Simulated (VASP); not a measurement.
Output of a VASP run:

**OSZICAR**
```
       N       E                     dE             d eps       ncg     rms          rms(c)
DAV:   1     0.108702350824E+03    0.10870E+03   -0.93566E+03   786   0.126E+03
DAV:   2    -0.160280838657E+01   -0.11031E+03   -0.10598E+03   854   0.297E+02
DAV:   3    -0.556976278545E+01   -0.39670E+01   -0.39590E+01   899   0.589E+01
DAV:   4    -0.558570479326E+01   -0.15942E-01   -0.15941E-01   834   0.380E+00
DAV:   5    -0.558578445709E+01   -0.79664E-04   -0.79664E-04   904   0.238E-01    0.124E+01
DAV:   6    -0.520392976104E+01    0.38185E+00   -0.71193E-01  1032   0.152E+01    0.877E+00
DAV:   7    -0.516869271196E+01    0.35237E-01   -0.25973E-01   809   0.449E+00    0.279E+00
DAV:   8    -0.516640092454E+01    0.22918E-02   -0.32354E-02   814   0.299E+00    0.334E-01
DAV:   9    -0.516605136219E+01    0.34956E-03   -0.32647E-03   819   0.926E-01    0.114E-01
DAV:  10    -0.516605339399E+01   -0.20318E-05   -0.19081E-04   829   0.223E-01    0.346E-02
DAV:  11    -0.516606385766E+01   -0.10464E-04   -0.25461E-05   794   0.462E-02    0.872E-03
DAV:  12    -0.516606353827E+01    0.31939E-06   -0.35322E-06   874   0.330E-02
   1 F= 0.27612559E+01 E0= 0.27612559E+01  d E =0.276126E+01
```

OUTCAR:
```
------------------------ aborting loop because EDIFF is reached ----------------------------------------
  FORCE on cell =-STRESS in cart. coord.  units (eV):
  Direction    XX          YY          ZZ          XY          YZ          ZX
  --------------------------------------------------------------------------------------
  Total        7.9094431      7.9094431      7.9094431      0.0000000      0.0000000      0.0000000
  in kB      299.3234914    299.3234914    299.3234914      0.0000000      0.0000000      0.0000000
  external PRESSURE =      -0.6765086 kB  Pullay stress =     300.0000000 kB
  volume of cell :       42.34
      direct lattice vectors                 reciprocal lattice vectors
     0.000000000  2.766274224  2.766274224    -0.180748530  0.180748530  0.180748530
     2.766274224  0.000000000  2.766274224     0.180748530 -0.180748530  0.180748530
     2.766274224  2.766274224  0.000000000     0.180748530  0.180748530 -0.180748530
  FREE ENERGIE OF THE ION-ELECTRON SYSTEM (eV)
  ---------------------------------------------------
  free  energy   TOTEN  =        -5.1660635383 eV

  energy  without entropy=       -5.1660635383  energy(sigma->0) =       -5.16606354
  enthalpy is  TOTEN    =         2.7612558845 eV   P V=        7.9273194228

 reached required accuracy - stopping structural energy minimisation
```
(Selected blocks of OUTCAR.)

**POSCAR**
```
CdSe
1
   -0.0000000000     2.7662742238     2.7662742238
    2.7662742238    -0.0000000000     2.7662742238
    2.7662742238     2.7662742238     0.0000000000
Cd Se
1 1
Direct
  1.0000000000   1.0000000000   1.0000000000
  0.2500000000   0.2500000000   0.2500000000
```

**Question.** Write an INCAR and KPOINTS that could have produced this output.

**Answer.** One answer among several that fit: the input of the run itself, PBEsol GGA, plane waves, VASP's PBE PAW potentials (set 64).

**KPOINTS**
```
Regular mesh
0
Gamma
 8 8 8
0 0 0
```

INCAR:
```
LCHARG  =  .FALSE.
PSTRESS  =  300   ! kbar
LMAXMIX  =  4   ! l cut-off of mixed one-centre charges
LWAVE  =  .FALSE.
LASPH  =  .TRUE.   ! aspherical one-centre terms
ALGO  =  Normal   ! blocked Davidson
IBRION  =  2   ! conjugate gradients
SIGMA  =  0.05
EDIFF  =  1E-6
PREC  =  Accurate
GGA  =  PS   ! PBEsol
EDIFFG  =  -0.02   ! ionic stop
ISMEAR  =  0
NSW  =  40   ! most ionic steps
LREAL  =  .FALSE.
NELM  =  100   ! most electronic steps
ISIF  =  3   ! ions, shape and volume
ENCUT  =  500   ! plane-wave cut-off (eV)
SYSTEM  =  CdSe
```

POTCAR, in this order: Cd Se (PBE.64 set). Program: vasp_std.

The structure was generated: CdSe was put into the zinc blende type (F-43m), which need not be its known phase. It was relaxed first under an external pressure of 30 GPa.
